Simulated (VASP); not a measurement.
Here is the system:

```xyz
3
Lattice="0.0000 3.1000 3.1000 3.1000 0.0000 3.1000 3.1000 3.1000 0.0000" Properties=species:S:1:pos:R:3 pbc="T T T"
Ba     0.0000     0.0000     0.0000
F      1.5500     1.5500     1.5500
F      4.6500     4.6500     4.6500
```

Method: PBE GGA, VASP's PBE PAW potentials (set 64) (plane waves; VASP). Numerical set-up: 800 eV cut-off, 7×7×7 Γ-centred mesh, Gaussian smearing of 0.050 eV, potentials Ba_sv F.

### Question
Predict the energy per atom (σ→0), pressure.

### Answer

- energy per atom (σ→0) = -5.707 eV/atom
- pressure = 2.43 GPa

Only differences to runs with the same potentials and settings are physical.

The compound is BaF2 in the fluorite structure. The cell was not relaxed at this level. The run is one of a series of settings (ENCUT = 800 against the base run), some of them coarse on purpose.
